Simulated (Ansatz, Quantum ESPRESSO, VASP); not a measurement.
## One structure in several programs: ScGe2 (P1, 6 atoms in the cell)

Self-consistent single point, at a second geometry (atoms moved at random). First geometry:

```
CELL_PARAMETERS angstrom
      1.92894    -7.54614     0.00000
      1.92894     7.54614     0.00000
      0.00000     0.00000     3.79182
ATOMIC_POSITIONS crystal
  Sc 0.89685 0.10315 0.75000
  Sc 0.10315 0.89685 0.25000
  Ge 0.55544 0.44456 0.75000
  Ge 0.44456 0.55544 0.25000
  Ge 0.25212 0.74788 0.75000
  Ge 0.74788 0.25212 0.25000
```

Second geometry:
```
ScGe2
1.0
    1.92894    -7.54614     0.00000
    1.92894     7.54614     0.00000
    0.00000     0.00000     3.79182
Sc Ge
2 4
Direct
  0.88294   0.09164   0.75055
  0.11192   0.91066   0.25281
  0.54687   0.43339   0.75246
  0.45396   0.56691   0.24240
  0.25879   0.75246   0.76186
  0.74553   0.24494   0.23992
```

Shared settings, as Ansatz (a first-principles code) writes them: kpoints.mp_grid.grid = 4 4 4; scf.occupations.method = gaussian; scf.occupations.width = 0.136 eV. Potentials and cutoffs stand in the table.

| code | model | ΔF from the first geometry (meV/atom) | pressure (GPa) | largest force (eV/Å) | cutoff |
|---|---|---|---|---|---|
| VASP | LDA (PZ), VASP's LDA PAW potentials (set 64) | 10.9 | -5.84 | 0.563 | 300 eV |
| Quantum ESPRESSO | LDA (PW92), PseudoDojo standard norm-conserving (LDA) pseudopotentials | 10.8 | -4.68 | 0.554 | 80 Ry |
| Ansatz | LDA (PW92), PAW files made with PBE | 10.8 | -4.70 | 0.555 | 420 eV |

Size of the force on each atom (eV/Å): Sizes of forces hide their directions.

| code | Sc1 | Sc2 | Ge3 | Ge4 | Ge5 | Ge6 |
|---|---|---|---|---|---|---|
| VASP | 0.563 | 0.519 | 0.404 | 0.512 | 0.334 | 0.398 |
| Quantum ESPRESSO | 0.554 | 0.511 | 0.399 | 0.507 | 0.326 | 0.395 |
| Ansatz | 0.555 | 0.510 | 0.400 | 0.506 | 0.326 | 0.393 |

The spread over the programs that give each value: ΔF from the first geometry within 0.1 meV/atom; pressure within 1.16 GPa; largest force within 0.009 eV/Å.

Ansatz's pressure is given at a fixed set of plane waves, as the other plane-wave codes print theirs. The same LDA comes in different parametrisations, which differ slightly. In the pressure, VASP (by 1.14) lies more than 1 GPa from the median of the plane-wave programs.

The shared mesh is coarse (it stands for a supercell whose shortest vector is 15 Å), so the values are not converged in it.

VASP's run is marked for a possible Pulay error in its stress at this cutoff; no cutoff test was made.

The starting cell comes from a database of computed structures (which also holds hypothetical and non-ambient phases and stackings), without a prior relaxation at this level. For this run, on top of that: atoms moved at random.

Left out of this page: GPAW, CP2K, Elk and SIESTA (not drawn, or without a comparable value); FLEUR (with a known weakness of the program).

Keys are those of Ansatz 0.2.
